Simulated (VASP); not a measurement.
An input for Quantum ESPRESSO's pw.x (written as the equivalent of a VASP run, and not itself run):

```
&CONTROL
  calculation = 'scf'
  pseudo_dir = './pseudo'
  outdir = './out'
  tprnfor = .true.
  tstress = .true.
/
&SYSTEM
  ibrav = 0
  nat = 8
  ntyp = 3
  ecutwfc = 102
  occupations = 'smearing'
  smearing = 'gaussian'
  degauss = 0.003675
  input_dft = 'pbe'
/
&ELECTRONS
  conv_thr = 7.3e-08
  electron_maxstep = 100
/
ATOMIC_SPECIES
  Hg 200.592 Hg.upf
  Se 78.971 Se.upf
  Cd 112.414 Cd.upf
CELL_PARAMETERS angstrom
     6.2118133    0.0000000   -0.0000000
     0.0000000    6.2118133   -0.0000000
     0.0000000    0.0000000    6.2118133
ATOMIC_POSITIONS crystal
  Hg   1.0000000  0.0000000  1.0000000
  Se   0.2517506  0.2517506  0.2517506
  Se   0.7482494  0.7482494  0.2517506
  Se   0.7482494  0.2517506  0.7482494
  Se   0.2517506  0.7482494  0.7482494
  Cd   0.5000000  0.5000000  1.0000000
  Cd   0.5000000  1.0000000  0.5000000
  Cd   0.0000000  0.5000000  0.5000000
K_POINTS automatic
  4 4 4 0 0 0
```

Q: Translate this input to VASP (INCAR, KPOINTS, POSCAR, choice of POTCAR).

A: One answer among several that fit: 
KPOINTS:
```
Automatic mesh
0
Gamma
4 4 4
0 0 0
```

### POSCAR
```
Cd3HgSe4
1
    6.2118132842     0.0000000000    -0.0000000000
    0.0000000000     6.2118132842    -0.0000000000
    0.0000000000     0.0000000000     6.2118132842
Hg Se Cd
1 4 3
Direct
  1.0000000000   0.0000000000   1.0000000000
  0.2517506230   0.2517506230   0.2517506230
  0.7482493770   0.7482493770   0.2517506230
  0.7482493770   0.2517506230   0.7482493770
  0.2517506230   0.7482493770   0.7482493770
  0.5000000000   0.5000000000   1.0000000000
  0.5000000000   1.0000000000   0.5000000000
  0.0000000000   0.5000000000   0.5000000000
```

**INCAR**
```
SYSTEM = Cd3HgSe4
PREC = Accurate
ENCUT = 400
EDIFF = 1E-6
NELM = 100
ALGO = Normal
LREAL = .FALSE.
LASPH = .TRUE.
ISMEAR = 0
SIGMA = 0.05
GGA = PE
LMAXMIX = 6
LWAVE = .FALSE.
LCHARG = .TRUE.
```

POTCAR, in this order: Hg Se Cd (PBE.64 set). Program: vasp_std.

The two are equivalent in intent, not identical: the potentials are each code's own (VASP's PAW set, PseudoDojo norm-conserving files in pw.x), so ENCUT and ecutwfc are chosen apart and not converted; conv_thr bounds pw.x's estimated SCF error, while EDIFF bounds the energy change between steps.

The structure was generated: Cd3HgSe4 was put into an ordered model structure (P-43m), which need not be its known phase. It was relaxed first, which changed the volume by +8 %.
